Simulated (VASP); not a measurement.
An input for Ansatz (written as the equivalent of a VASP run, and not itself run):

Ansatz 0.2 input:
```yaml
crystal:
  lattice:
    - [0.0000000, 2.9420447, 2.9420447]
    - [2.9420447, 0.0000000, 2.9420447]
    - [2.9420447, 2.9420447, 0.0000000]
  atoms:
    - { symbol: Pb, position: [0.0000000, 1.0000000, 1.0000000] }
    - { symbol: F, position: [0.2500000, 0.2500000, 0.2500000] }
    - { symbol: F, position: [0.7500000, 0.7500000, 0.7500000] }
kpoints:
  mp_grid: { grid: [6, 6, 6] }
hamiltonian:
  xc: r2scan
  pseudopotentials: { kind: paw }
scf:
  occupations: { method: gaussian, width: 0.05 }
  max_iter: 100
relax:
  max_steps: 60
  f_tol: 0.02
  cell: {}
output: { forces: true, stress: true, eigenvalues: true }
```

Q: Translate this input to VASP (INCAR, KPOINTS, POSCAR, choice of POTCAR).

A: Several could match; the one computed here: 
**KPOINTS**
```
Automatic mesh
0
Gamma
6 6 6
0 0 0
```

### POSCAR
```
PbF2
1
    0.0000000000     2.9420447209     2.9420447209
    2.9420447209     0.0000000000     2.9420447209
    2.9420447209     2.9420447209     0.0000000000
Pb F
1 2
Direct
  0.0000000000   1.0000000000   1.0000000000
  0.2500000000   0.2500000000   0.2500000000
  0.7500000000   0.7500000000   0.7500000000
```

### INCAR
```
SYSTEM = PbF2
PREC = Accurate
ENCUT = 520
EDIFF = 1E-6
NELM = 100
ALGO = Normal
LREAL = .FALSE.
LASPH = .TRUE.
ISMEAR = 0
SIGMA = 0.05
METAGGA = R2SCAN
LMIXTAU = .TRUE.
LMAXMIX = 4
LWAVE = .FALSE.
LCHARG = .FALSE.
IBRION = 2
ISIF = 3
NSW = 60
EDIFFG = -0.02
```

POTCAR, in this order: Pb_d F (PBE.64 set). Program: vasp_std.

Limits of the translation: each code has its own PAW files, so the cut-off isn't converted (ENCUT is set for VASP's; basis.ecutwfc is left out, and Ansatz then takes the one that its files recommend); Ansatz stops its SCF on the density residual and VASP on the energy change (EDIFF).

The compound is PbF2 in the fluorite structure, the β form. This run relaxes it. Symmetry was kept, so distortions that lower it aren't found.
